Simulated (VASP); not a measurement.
These are LDA (Ceperley-Alder, Perdew-Zunger), VASP's LDA PAW potentials (set 64) (plane waves; VASP) values and carry that method's errors.

VASP ran on this input.

### INCAR
```
# general
SYSTEM  = CsCl
PREC    = Accurate
ENCUT   = 520   # plane-wave cut-off (eV)
LREAL   = F
LASPH   = T

# electronic loop
EDIFF   = 1E-7   # SCF stop (eV)
NELM    = 100
ALGO    = Normal
LMAXMIX = 4   # l cut-off of mixed one-centre charges

# smearing
ISMEAR  = -5   # tetrahedra, Bloechl

# ions
ISIF    = 2   # forces and stress, cell fixed

# output
LWAVE   = F
LCHARG  = T
LORBIT  = 11   # lm-projected
NEDOS   = 601
```

### POSCAR
```
CsCl
1
    3.9763050118     0.0000000000     0.0000000000
    0.0000000000     3.9763050118     0.0000000000
    0.0000000000     0.0000000000     3.9763050118
Cs Cl
1 1
Direct
  0.0000000000   0.0000000000   0.0000000000
  0.5000000000   0.5000000000   0.5000000000
```

KPOINTS:
```
Automatic mesh
0
Gamma
8 8 8
0 0 0
```

POTCAR, in this order: Cs_sv Cl (LDA.64 set). Program: vasp_std.

Unless said otherwise, spin-orbit coupling is left out, though it shifts the bands of the heavy elements here.

What does the run give for the energy per atom (σ→0), band gap (on the k-mesh)?

```yaml
energy per atom (σ→0): -352.6 kJ/mol-atom
band gap (on the k-mesh): 4.97 eV
```

OSZICAR:
```
...
DAV:   7    -0.731572696729E+01    0.42581E-01   -0.15318E-01  1140   0.231E+00    0.924E-01
DAV:   8    -0.731013682780E+01    0.55901E-02   -0.10349E-02  1012   0.752E-01    0.124E-01
DAV:   9    -0.730959712186E+01    0.53971E-03   -0.12614E-03  1136   0.238E-01    0.942E-02
DAV:  10    -0.730961389027E+01   -0.16768E-04   -0.94456E-05  1020   0.822E-02    0.185E-02
DAV:  11    -0.730961665556E+01   -0.27653E-05   -0.72166E-06  1012   0.210E-02    0.376E-03
DAV:  12    -0.730961636143E+01    0.29414E-06   -0.29489E-06   960   0.110E-02    0.170E-03
DAV:  13    -0.730961631815E+01    0.43276E-07   -0.12113E-07   680   0.273E-03
   1 F= -.73096163E+01 E0= -.73096163E+01  d E =0.000000E+00
```

The compound is CsCl in the CsCl type structure. It was relaxed first, which changed the volume by -10 %.
